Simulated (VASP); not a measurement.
A convergence study with VASP on CaS (rock salt): one setting is varied, all else stays as given below, so the limit is that of these other settings. ε∞ is the independent-particle value.

```
CaS
1.0
    0.00000     2.84500     2.84500
    2.84500     0.00000     2.84500
    2.84500     2.84500     0.00000
Ca S
1 1
Direct
  0.00000   0.00000   0.00000
  0.50000   0.50000   0.50000
```

Method: PBE GGA, VASP's PBE PAW potentials (set 64) (plane waves; VASP). The tightest run used: 550 eV cut-off, 7×7×7 Γ-centred mesh, Gaussian smearing of 0.050 eV, potentials Ca_sv S.

Problem. The settings run are NBANDS = 9; NBANDS = 10; NBANDS = 12; NBANDS = 16; NBANDS = 24; NBANDS = 40; NBANDS = 72; NBANDS = 136. From which on does the mean ε∞ stay within 0.1  of the tightest run?

Solution. From NBANDS = 24 on: it is off by 0.02 there and by no more than 0.1 in any finer run, while NBANDS = 16 is off by 0.22.
```
setting       mean ε∞  bands  difference judged ()
------------  -------  -----  --------------------
NBANDS = 9       2.69      9                  2.82
NBANDS = 10      3.41     10                  2.10
NBANDS = 12      4.40     12                  1.10
NBANDS = 16      5.28     16                  0.22
NBANDS = 24      5.49     24                  0.02
NBANDS = 40      5.50     40                  0.01
NBANDS = 72      5.50     72                  0.00
NBANDS = 136     5.50    136                  0.00
```

Left out are rungs that failed or repeat a setting and relaxations that didn't move; long series are thinned to 24 rows.

The compound is CaS in the rock salt structure. The cell was not relaxed at this level.
